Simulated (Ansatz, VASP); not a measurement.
# Fe in two plane-wave programs, part 2 of 2

One calculation is typed for both programs; each brings its own data sets and cutoff. How far apart do they land? The cell is taken from a series of VASP runs on this material, whose earlier steps may have relaxed, scaled or displaced it; both programs get it as it stands.

VASP 6.6.1 and Ansatz 0.2.0.

So far: Starting point; VASP: relaxation of cell and atoms, PBEsol.

## Step 3: Ansatz: relaxation of cell and atoms, PBEsol

Level of this step: Ansatz beside VASP: Kohn-Sham DFT, plane waves, PBEsol (Ansatz).

Ansatz runs on its default PAW (the set named soft_2) files.

The same cell, functional, mesh and smearing now go to Ansatz, which takes its cutoff from its data sets.

Contents of input.yaml:

```yaml
crystal:
  lattice:
    - [-1.3948388242, 1.3948388242, 1.3948388242]
    - [1.3948388242, -1.3948388242, 1.3948388242]
    - [1.3948388242, 1.3948388242, -1.3948388242]
  atoms:
    - { symbol: Fe, position: [0.0, 0.0, 0.0], spin: 3.0 }
hamiltonian:
  xc: pbesol
  pseudopotentials: { kind: paw }
magnetization:
  spin_polarized: true
kpoints:
  mp_grid: { grid: [14, 14, 14] }
scf:
  occupations: { method: methfessel_paxton, width: 0.1 }
relax:
  f_tol: 0.01
  max_steps: 60
  cell: { stress_tol: 0.05 }
output:
  forces: true
  stress: true
  write_density: true
  write_potential: true
  elf: true
  volumetric_format: npy
```

On the command line:

```sh
> ansatz run input.yaml --threads 4 --pin off --max-ram 9216MiB --backend cpu --events-out ev --progress --plain --runs-dir out
```

Numbers of over 12 decimals in the logs are rounded to 6 here.

Log:

```text
Engine: ansatz 0.2.0, aarch64-unknown-linux-gnu
Pseudopotentials: kind: paw
Pseudopotential: Fe, paw, valence charge 16, recommended cutoff 420 eV (normal), Fe.paw.azcp
Functional definition: PBEsol
  exchange = pbesol_x
  correlation = pbesol_c
Crystal: 1 atoms, lattice volume = 10.855 Å³
Basis set: ecut = 420 eV, 201 PW (Γ), exchange–correlation on 36×36×36 points (8 copies of the dense FFT grid, shifted against one another)
Bands: 14, of which v1, the nominal top of the filled ones, is band 8 counted from 1 (7 counted from 0)
Symmetry: 48 space group operations
Space group: Im-3m (ITA 229), of the structure as read, at distance tolerance 2.2e-5 Å
Magnetic group: BNS 229.140 (UNI 1642), of the structure as read, at distance tolerance 2.2e-5 Å
k-points: 104 of 2744
Non-local potential: Fe, projectors of the file, l = 0: 3, l = 1: 2, l = 2: 3, l = 3: 1
PAW form: soft (Blöchl's): semilocal exchange-correlation on the pseudo side does not see the compensation charge
PAW frozen core: Fe, regenerated for the run's functional, and the local potential with it (the file was generated under x = pbe(κ = 0.804, μ = 0.219515), c = pbe(β = 0.066725))
PAW one-centre angular grid: Fe, 590 points (default); XC on 64 Gauss nodes
Initial density: superposition of atomic densities (chi_scale 0.1, normalization cell)
Starting moments: Σ|m| = 3 μB on 1 of 1 site
Initial wavefunctions: pseudopotential atomic-orbital guess
Functional: x = pbesol(κ = 0.804, μ = 0.123457), c = pbesol(β = 0.046)
SCF iter   1: F=—  HF=-4448.778919 eV  |F-HF|=—  |Δ(HF+E_count)|=         —  Δρ=1.07e-1 (↑1.07e-1 ↓6.99e-2)  dr2=1.92e0  dr2_m=1.42e-1  M=2.415 μB ∫|m|=2.459 μB  β_m=0.30  ethr=3.10e-3  ⟨swp⟩=4.8  Hψ=14037  notcnv=0
Mixer restart at iter 1: flushing history
preconditioner: auto → none  [metal: Δε(μ)=0.002 eV  Ē_g=15.177 eV  σ=0.100 eV  W_gap=0.01  n_scr=0 (ndim 8)  ℏωp=31.9 eV  f_vac=0.000  D(μ)=1.08/eV (n_scr^D=12)]
SCF iter   2: F=—  HF=-4448.074555 eV  |F-HF|=—  |Δ(HF+E_count)|=   7.04e-1  Δρ=2.44e-2 (↑2.44e-2 ↓2.14e-2)  dr2=2.94e-2  dr2_m=3.49e-2  M=2.483 μB ∫|m|=2.553 μB  β_m=0.29  ethr=3.10e-3  ⟨swp⟩=3.4  Hψ=7376  notcnv=0  defer=257
SCF iter   3: F=—  HF=-4448.464525 eV  |F-HF|=—  |Δ(HF+E_count)|=         —  Δρ=4.88e-2 (↑4.88e-2 ↓4.76e-2)  dr2=3.92e-3  dr2_m=2.29e-1  M=2.156 μB ∫|m|=2.213 μB  β_m=0.29  ethr=1.84e-4  ⟨swp⟩=2.4  Hψ=5756  notcnv=0  defer=259
Mixer restart at iter 3: flushing history
SCF iter   4: F=—  HF=-4448.596026 eV  |F-HF|=—  |Δ(HF+E_count)|=   1.32e-1  Δρ=3.66e-2 (↑3.05e-2 ↓3.66e-2)  dr2=3.52e-3  dr2_m=1.11e-1  M=2.153 μB ∫|m|=2.218 μB  β_m=0.60  ethr=2.45e-5  ⟨swp⟩=2.2  Hψ=4425  notcnv=0  defer=259
SCF iter   5: F=—  HF=-4448.855480 eV  |F-HF|=—  |Δ(HF+E_count)|=   2.59e-1  Δρ=1.85e-2 (↑1.85e-2 ↓5.95e-3)  dr2=2.69e-2  dr2_m=6.61e-3  M=2.109 μB ∫|m|=2.190 μB  β_m=0.50  ethr=2.20e-5  ⟨swp⟩=3.0  Hψ=6203  notcnv=0  defer=259
SCF iter   6: F=—  HF=-4448.847639 eV  |F-HF|=—  |Δ(HF+E_count)|=   7.84e-3  Δρ=5.81e-3 (↑5.81e-3 ↓2.72e-3)  dr2=6.09e-3  dr2_m=3.03e-4  M=2.141 μB ∫|m|=2.221 μB  β_m=0.62  ethr=2.20e-5  ⟨swp⟩=2.0  Hψ=6848  notcnv=0  defer=260
SCF iter   7: F=—  HF=-4448.850815 eV  |F-HF|=—  |Δ(HF+E_count)|=   3.18e-3  Δρ=1.64e-3 (↑1.64e-3 ↓1.02e-3)  dr2=5.90e-4  dr2_m=1.06e-5  M=2.140 μB ∫|m|=2.219 μB  β_m=0.81  ethr=2.20e-5  ⟨swp⟩=1.9  Hψ=3473  notcnv=0  defer=259
SCF iter   8: F=—  HF=-4448.851163 eV  |F-HF|=—  |Δ(HF+E_count)|=   3.49e-4  Δρ=7.02e-5 (↑7.02e-5 ↓5.14e-5)  dr2=7.23e-7  dr2_m=1.66e-7  M=2.138 μB ∫|m|=2.217 μB  β_m=0.91  ethr=3.69e-6  ⟨swp⟩=2.2  Hψ=3621  notcnv=0  defer=257
SCF iter   9: F=—  HF=-4448.848892 eV  |F-HF|=—  |Δ(HF+E_count)|=         —  Δρ=1.20e-3 (↑1.20e-3 ↓5.14e-4)  dr2=5.18e-5  dr2_m=6.71e-5  M=2.146 μB ∫|m|=2.223 μB  β_m=0.91  ethr=4.52e-9  ⟨swp⟩=2.2  Hψ=4304  notcnv=0  defer=257
Mixer restart at iter 9: flushing history
iteration 9: the input's own smearing fills from here on; a Gaussian of 0.1 eV has filled iterations ahead of it
SCF iter  10: F=—  HF=-4448.848971 eV  |F-HF|=—  |Δ(HF+E_count)|=   7.91e-5  S|Δr|=    0.00e0  Δρ=1.23e-3 (↑1.23e-3 ↓9.76e-4)  dr2=3.30e-4  dr2_m=1.90e-6  M=2.145 μB ∫|m|=2.223 μB  β_m=0.54  ethr=4.52e-9  ⟨swp⟩=3.0  Hψ=5988  notcnv=0  defer=257  recentre
SCF iter  11: F=—  HF=-4448.848911 eV  |F-HF|=—  |Δ(HF+E_count)|=   6.01e-5  S|Δr|=    0.00e0  Δρ=1.08e-3 (↑1.08e-3 ↓2.60e-4)  dr2=8.25e-5  dr2_m=3.23e-5  M=2.148 μB ∫|m|=2.225 μB  β_m=0.33  ethr=4.52e-9  ⟨swp⟩=3.0  Hψ=6004  notcnv=0  defer=257
SCF iter  12: F=—  HF=-4448.848896 eV  |F-HF|=—  |Δ(HF+E_count)|=   1.42e-5  S|Δr|=    0.00e0  Δρ=2.16e-4 (↑2.16e-4 ↓2.12e-4)  dr2=2.95e-8  dr2_m=4.53e-6  M=2.148 μB ∫|m|=2.225 μB  β_m=0.64  ethr=6.25e-10  ⟨swp⟩=5.9  Hψ=15766  notcnv=0
SCF iter  13: F=-4448.848898 eV  HF=-4448.848898 eV  |F-HF|=9.92e-10  |Δ(HF+E_count)|=   1.44e-6  S|Δr|=    0.00e0  Δρ=1.11e-5 (↑8.02e-6 ↓1.11e-5)  dr2=1.21e-8  dr2_m=4.96e-9  M=2.149 μB ∫|m|=2.226 μB  ethr=1.84e-10  ⟨swp⟩=6.9  Hψ=12714  notcnv=0
SCF 1 converged in 13 iterations: F = -4448.848898 eV  dr2 = 1.21e-8
  greatest PAW one-centre occupation: 1.002 electrons in one spin orbital (limit 2), on the Fe atom at site 0 (counted from 0), in its partial waves of l = 1
relax step   1: F+E_penalty+E_count = -4448.84889793 eV  Δ(F+E_penalty+E_count) = +0.000e0 eV  max|allowed force component| = 0.000e0 eV/Å  Δτ_max = 0.0000 Å  P = +0.136 GPa  Ω = 10.855 Å³  (13 SCF iters, dr2 threshold 1.00e-7 eV, accepted)
[...]
relax step   2: F+E_penalty+E_count = -4448.84889765 eV  Δ(F+E_penalty+E_count) = +2.819e-7 eV  max|allowed force component| = 0.000e0 eV/Å  Δτ_max = 0.0000 Å  P = +0.058 GPa  Ω = 10.859 Å³  energy of the carried Pulay correction = -2.529e-6 eV  (4 SCF iters, dr2 threshold 4.61e-8 eV, accepted)
[...]
relax step   3: F+E_penalty+E_count = -4448.84889626 eV  Δ(F+E_penalty+E_count) = +1.393e-6 eV  max|allowed force component| = 0.000e0 eV/Å  Δτ_max = 0.0000 Å  P = -0.000 GPa  Ω = 10.861 Å³  energy of the carried Pulay correction = -4.422e-6 eV  (4 SCF iters, dr2 threshold 8.44e-9 eV, accepted)
[...]
relax step   4: F+E_penalty+E_count = -4448.84889819 eV  Δ(F+E_penalty+E_count) = -1.930e-6 eV  max|allowed force component| = 0.000e0 eV/Å  Δτ_max = 0.0000 Å  P = +0.001 GPa  Ω = 10.861 Å³  stress off target by 5.91e-4 GPa  SCF on the basis re-selected at this cell (its energy is not comparable with the rows above)  (5 SCF iters)
basis re-selected at this cell: Δ(F+E_penalty+E_count) = -1.930e-6 eV, ΔP = +0.001 GPa vs the last step (what re-selecting the basis moved, of the pressure what is left beyond the Pulay correction that the steps carried, after the strain that the cell walked since its last selection, with what the two solves' SCF thresholds leave and, on support functions, any second-order correction that the steps lacked; it is no measure of the basis error at this ecutwfc). This SCF's stress stands 5.91e-4 GPa from its target on what of the cell is left free (relax.cell.stress_tol is 5.00e-2 GPa) and its largest allowed force component is 0.00e0 eV/Å (relax.f_tol is 1.00e-2 eV/Å): [rest of the remark cut]
SCF converged after 5 iterations
Stability not checked: this state was not tested for a lower state beside it, because cold or Methfessel-Paxton smearing, or corrected tetrahedra, fill the levels in a way that the test cannot read (fill_not_monotonic; see scf.lower_state_search)
Magnetization: 2.1494 μB (9.0747 up, 6.9253 down)
Absolute magnetization: 2.2266 μB (∫|ρ↑−ρ↓|, with the PAW one-centre terms)
Spin contamination: 0.0280 ħ² per cell (⟨S²⟩ above its minimum at these occupations)
Per-site moments (μB) at R_I (Å): [(2.170262, 0.996768)]
Free energy (F): -4448.848898 eV
Harris-Foulkes:  -4448.848898 eV  (|F-HF|=9.09e-13)
Internal energy: -4448.848957 eV  (E = F + TS)
E sigma→0 (E₀):  -4448.848913 eV
Entropy (-TS):   0.000059 eV (0.059 meV/atom)
Fermi energy:    19.424946 eV
--- Per-component energies (eV) ---
  E_band       = -197.355198
  E_kinetic    = 352.128637
  E_local      = -2008.520400  (includes V_loc(G=0)·N_el)
  E_nonlocal   = 219.175946
  E_hartree    = 844.502741
  E_xc         = -117.681737
  E_vxc        = -152.182461  (∫ρ·V_xc dr)
  E_paw        = -1334.646906  (= ΣΔE_a)
  E_vpaw       = -296.963227  (= ΣTr[D̂ρ^β])
  E_aug_tail   = 0.000805  (compensation charges beyond the density's cutoff)
  E_ewald      = -2403.987246
  E_core_change = 0.179202  (= ΣΔE_core)
  E_smearing   = 0.000059  (= −TS)
  E_closure    = 0.000000  (closes the sum)
  Σ components = -4448.848898   (vs F -4448.848898, Δ=0.00e0)
--- Forces (eV/Å), atoms counted from 1 ---
  atom   1  Fe    -0.00000000     0.00000000     0.00000000
  max |Σ_I F_I| component: 2.63e-31 eV/Å
--- Stress (GPa, compression-positive) ---
        0.000591      -0.000000      -0.000000
       -0.000000       0.000591       0.000000
       -0.000000       0.000000       0.000591
  P = ⅓ Tr σ = 0.0006 GPa (0.006 kbar)
--- Band table (eV; the first three rows and the last of 208) ---
  k-point 0 ↑: bands = [... 4 lower, 10.5371, 17.0240, 17.0240, 17.0240, 18.3971, 18.3971, 44.0589, 44.0589, ... 2 higher]
  k-point 1 ↑: bands = [... 4 lower, 10.7569, 16.9607, 17.0175, 17.1466, 18.3341, 18.4022, 42.9208, 43.8134, ... 2 higher]
  k-point 2 ↑: bands = [... 4 lower, 11.3919, 16.7863, 16.9696, 17.4995, 18.2146, 18.4194, 40.3410, 42.8733, ... 2 higher]
  k-point 103 ↓: bands = [... 4 lower, 16.0184, 16.0184, 21.8223, 21.8223, 21.8223, 29.8503, 29.8503, 29.8503, ... 2 higher]
--- Relaxed structure (3 steps of the walk, 3 accepted, 1 SCFs on fresh bases) ---
  F+E_penalty+E_count = -4448.84889819 eV   max|allowed force component| = 0.000e0 eV/Å   (the final SCF, on the basis selected at the relaxed cell)
  cell:  # Å, volume = 10.8615 Å³
    - [-1.395113, 1.395113, 1.395113]
    - [1.395113, -1.395113, 1.395113]
    - [1.395113, 1.395113, -1.395113]
  atoms:
    - { symbol: Fe, position: [0.0, 0.0, 0.0] }
```

Run time: 3.5 s. Hardware: 4 threads of Arm Neoverse V1, shared host; peak memory 0.3 GiB; 11 s of CPU time.

## Step 4: Side by side

Known differences besides the potentials themselves: both relaxations stop at a tolerance, which leaves soft axes loose, and VASP keeps its plane-wave basis; the data sets hold 16 valence electrons in Ansatz (default PAW (the set named soft_2) files) and 8 in VASP; the cutoff is 420 eV in Ansatz and 450 eV in VASP; Ansatz makes its cores anew for this functional, VASP keeps those of its PBE data sets; VASP leaves aspherical gradient terms in its spheres out (LASPH is not set), Ansatz keeps them; Ansatz adds a Pulay correction to the stress that steers its cell, VASP none; site moments are counted in spheres of each program's own size. Total energies have different zeros and are not compared.

The two programs side by side:

```csv
quantity,Ansatz,VASP,difference
volume (Å³),10.86,10.86,+0.06 %
"edge a after relaxation, in the typed setting (Å)",2.416,2.416,+0.02 %
total moment (μB),2.15,2.17,-0.02
moment on Fe1 (μB),2.17,2.15,+0.02
```

The walks stopped with 0.00 GPa left in Ansatz and -0.04 GPa in VASP; each walk ends within a tolerance, so the volume difference is uncertain by about these residues over the bulk modulus, most in soft cells.

## Step 5: Results

| Property | Result |
| --- | --- |
| difference in volume (relaxation of cell and atoms, PBEsol) | 0.059 % |

In words: The difference in volume is 0.059 % (relaxation of cell and atoms, PBEsol), within the 1.2 % picked in this series as the mark of a large difference, as far as the stopping tolerances let one tell. How closely two codes agree says nothing of how well the functional describes the real material.

[Lines on the potential files, build, host, timing and source positions are cut from VASP's logs without a mark.]

[Logs are printed without paths, hosts, clocks, repeated set-up lines and the standing remarks that a program may print on its own settings, such as how far it seeks lower states.]

[Hosts, paths, dates, database ids (printed as entryN), source tags and the programs' standing remarks are cut or masked in the printed files.]
